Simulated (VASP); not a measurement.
Input of a VASP 6.6.1 run:

INCAR

```
SYSTEM = Ta
PREC     = Accurate       ! precision mode
ENCUT    = 600            ! plane-wave cutoff, eV
EDIFF    = 1E-6           ! SCF threshold, eV
ISMEAR   = 1              ! smearing method
SIGMA    = 0.1            ! smearing width, eV
LREAL    = .FALSE.        ! projectors in reciprocal space
LASPH    = .TRUE.         ! aspherical terms in the spheres
NELM     = 80             ! most SCF steps
ALGO     = Normal         ! electronic algorithm
ISIF     = 3              ! what is computed and relaxed
LWAVE    = .FALSE.        ! write WAVECAR
LCHARG   = .FALSE.        ! write CHGCAR
GGA      = CA             ! functional
IBRION   = 2              ! ionic algorithm
NSW      = 90             ! ionic steps
EDIFFG   = -0.01          ! ionic threshold
PSTRESS  = 208.0
```

The input KPOINTS:

```
regular mesh
0
G
  16 16 16
  0 0 0
```

The input POSCAR:

```
Ta
1.0
   -1.6512800000      1.6512800000      1.6512800000
    1.6512800000     -1.6512800000      1.6512800000
    1.6512800000      1.6512800000     -1.6512800000
Ta
1
Direct
    0.0000000000      0.0000000000      0.0000000000
```

Potentials or basis: VASP PAW LDA potentials, release 64 (Ta_pv).

The run is started by

```bash
$ cat potpaw_LDA.64/Ta_pv/POTCAR > POTCAR
$ mpirun -np 1 vasp_std > vasp.out
```

Task: Predict the relaxed cell.

Result: a = 2.744 Å, b = 2.744 Å, c = 2.744 Å, α = 109.47°, β = 109.47°, γ = 109.47°.

Task: Estimate the relaxed volume.

Result: 15.90 Å³/atom.

Task: Estimate the band gap on the k mesh.

Result: None (metal or under the smearing width).

Task: Predict the space group after relaxing (to 0.05 Å).

Result: Im-3m (No. 229).

Final structure:
```
Ta
1.0
    -1.58398    1.58398    1.58398
     1.58398   -1.58398    1.58398
     1.58398    1.58398   -1.58398
Ta
1
Direct
  0.00000 0.00000 0.00000
```

Caveat: the cell is relaxed towards a set pressure, so the enthalpy falls and the energy may rise. The run has no spin-orbit coupling, so splittings on Ta are missing.
